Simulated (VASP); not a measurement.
```yaml
crystal:
  lattice:
    - [5.76200, 0.00000, 0.00000]
    - [-2.88100, 4.99004, 0.00000]
    - [0.00000, 0.00000, 4.44200]
  atoms:
    - { symbol: Rb, position: [0.00000, 0.00000, 0.00000] }
    - { symbol: Au, position: [0.33333, 0.66667, 0.00000] }
    - { symbol: Au, position: [0.66667, 0.33333, 0.00000] }
    - { symbol: Au, position: [0.50000, 0.00000, 0.50000] }
    - { symbol: Au, position: [0.50000, 0.50000, 0.50000] }
    - { symbol: Au, position: [0.00000, 0.50000, 0.50000] }
```

Computed with PBEsol GGA, VASP's PBE PAW potentials (set 64) (plane waves; VASP). Run with 300 eV cut-off, 5×5×5 Γ-centred mesh, Fermi-Dirac smearing of 0.050 eV, potentials Rb_sv Au.

Q: Give the energies of bands 24 to 37 at the high-symmetry points, in eV from the Fermi level.

A: 
```json
[
 {"band": "24", "Γ": "-3.39", "M": "-3.39", "K": "-3.44", "A": "-3.34", "L": "-3.39", "H": "-3.46"},
 {"band": "25", "Γ": "-3.39", "M": "-3.37", "K": "-3.40", "A": "-3.34", "L": "-3.37", "H": "-3.46"},
 {"band": "26", "Γ": "-2.89", "M": "-3.34", "K": "-3.27", "A": "-2.73", "L": "-3.36", "H": "-3.20"},
 {"band": "27", "Γ": "-2.89", "M": "-3.28", "K": "-3.26", "A": "-2.67", "L": "-3.15", "H": "-3.16"},
 {"band": "28", "Γ": "-2.07", "M": "-3.03", "K": "-3.26", "A": "-2.67", "L": "-2.82", "H": "-3.16"},
 {"band": "29", "Γ": "-1.70", "M": "-3.02", "K": "-2.85", "A": "-2.07", "L": "-2.72", "H": "-3.03"},
 {"band": "30", "Γ": "-1.70", "M": "-3.00", "K": "-2.85", "A": "-1.94", "L": "-2.17", "H": "-2.38"},
 {"band": "31", "Γ": "-1.34", "M": "-1.72", "K": "-2.20", "A": "-1.94", "L": "-1.99", "H": "-2.38"},
 {"band": "32", "Γ": "0.77", "M": "-0.11", "K": "-1.73", "A": "-0.50", "L": "-1.87", "H": "-1.12"},
 {"band": "33", "Γ": "0.77", "M": "-0.02", "K": "2.68", "A": "0.82", "L": "-0.84", "H": "-1.12"},
 {"band": "34", "Γ": "0.92", "M": "2.80", "K": "2.68", "A": "0.82", "L": "1.78", "H": "0.81"},
 {"band": "35", "Γ": "1.93", "M": "4.19", "K": "3.31", "A": "1.77", "L": "1.90", "H": "0.96"},
 {"band": "36", "Γ": "1.93", "M": "4.25", "K": "3.85", "A": "1.77", "L": "2.19", "H": "5.04"},
 {"band": "37", "Γ": "3.31", "M": "4.39", "K": "3.85", "A": "3.04", "L": "4.50", "H": "5.04"}
]
```

It has no gap at this level: it comes out as a metal or semimetal.

The structure comes from a measured RbAu5 entry (P6/mmm) of the Crystallography Open Database, whose conditions weren't checked. The cell was not relaxed at this level.
